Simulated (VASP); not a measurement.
A run of VASP 6.6.1:

Contents of INCAR:

```
SYSTEM = GaGe3
ALGO = Normal
EDIFF = 1E-6
ENCUT = 520
GGA = PE
ISIF = 2
ISMEAR = 1
LASPH = .True.
LCHARG = .True.
LELF = .True.
LREAL = .False.
LVHAR = .True.
LWAVE = .False.
NBANDS = 36
NELM = 100
PREC = Accurate
SIGMA = 0.05
```

The input KPOINTS:

```
k-points
0
Gamma
  6 6 6
  0 0 0
```

Contents of POSCAR:

```
GaGe3
1.0
    4.2785000000      0.0000000000      0.0000000000
    0.0000000000      4.2785000000      0.0000000000
    0.0000000000      0.0000000000      4.2785000000
Ga Ge
1 3
Direct
    0.0000000000      0.0000000000      0.0000000000
    0.0000000000      0.5000000000      0.5000000000
    0.5000000000      0.0000000000      0.5000000000
    0.5000000000      0.5000000000      0.0000000000
```

Potentials or basis: VASP PAW PBE potentials, release 64 (Ga_d, Ge_d).

The run is started by

```sh
$ cat potpaw_PBE.64/Ga_d/POTCAR potpaw_PBE.64/Ge_d/POTCAR > POTCAR
$ mpirun -np 1 vasp_std > vasp.out
```

Hardware: 1 thread of Intel(R) Xeon(R) Platinum 8488C (Sapphire Rapids), on a shared host.

**Question.** How long does it take, and how much memory?

**Answer.** Run time: 21 s on 1 thread of Intel(R) Xeon(R) Platinum 8488C (Sapphire Rapids) (shared host), peak memory 0.2 GiB. Counts: scf iterations 11, k points 20.
